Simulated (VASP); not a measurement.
A VASP calculation is set up with these files.

**INCAR**
```
ALGO=Normal
EDIFF=1E-6
EDIFFG=-0.02
ENCUT=500
IBRION=2
ISIF=3
ISMEAR=1
LASPH=.TRUE.
LCHARG=.FALSE.
LMAXMIX=6
LREAL=.FALSE.
LWAVE=.FALSE.
NELM=100
NSW=40
PREC=Accurate
PSTRESS=200
SIGMA=0.1
SYSTEM=PtTe2
```

File POSCAR:
```
PtTe2
1
    1.9727463015    -3.4168958957     0.0000000000
    1.9727463015     3.4168958957     0.0000000000
   -0.0000000000     0.0000000000     4.7846418126
Te Pt
2 1
Direct
  0.3333330000   0.6666670000   0.2775218034
  0.6666670000   0.3333330000   0.7224781966
  0.0000000000   1.0000000000   0.0000000000
```

### KPOINTS
```
Regular mesh
0
gamma
 9 9 7
0 0 0
```

POTCAR, in this order: Te Pt (LDA.64 set). Program: vasp_std.

Question: Write an equivalent input for Quantum ESPRESSO's pw.x.

Answer: One equivalent input (not run):
```
&CONTROL
  calculation = 'vc-relax'
  pseudo_dir = './pseudo'
  outdir = './out'
  tprnfor = .true.
  tstress = .true.
  nstep = 40
  forc_conv_thr = 0.00078
/
&SYSTEM
  ibrav = 0
  nat = 3
  ntyp = 2
  ecutwfc = 84
  occupations = 'smearing'
  smearing = 'methfessel-paxton'
  degauss = 0.00735
  input_dft = 'pz'
/
&ELECTRONS
  conv_thr = 7.3e-08
  electron_maxstep = 100
/
&IONS
/
&CELL
  press = 200
/
ATOMIC_SPECIES
  Te 127.600 Te.upf
  Pt 195.084 Pt.upf
CELL_PARAMETERS angstrom
     1.9727463   -3.4168959    0.0000000
     1.9727463    3.4168959    0.0000000
    -0.0000000    0.0000000    4.7846418
ATOMIC_POSITIONS crystal
  Te   0.3333330  0.6666670  0.2775218
  Te   0.6666670  0.3333330  0.7224782
  Pt   0.0000000  1.0000000  0.0000000
K_POINTS automatic
  9 9 7 0 0 0
```
What does not carry over: the potentials are each code's own (VASP's PAW set, PseudoDojo norm-conserving files in pw.x), so ENCUT and ecutwfc are chosen apart and not converted; conv_thr bounds pw.x's estimated SCF error, while EDIFF bounds the energy change between steps; forc_conv_thr acts on force components and is met together with etot_conv_thr.

The compound is PtTe2 in the 1T layered structure. This run relaxes it under an external pressure of 20 GPa. Symmetry was kept, so distortions that lower it aren't found.
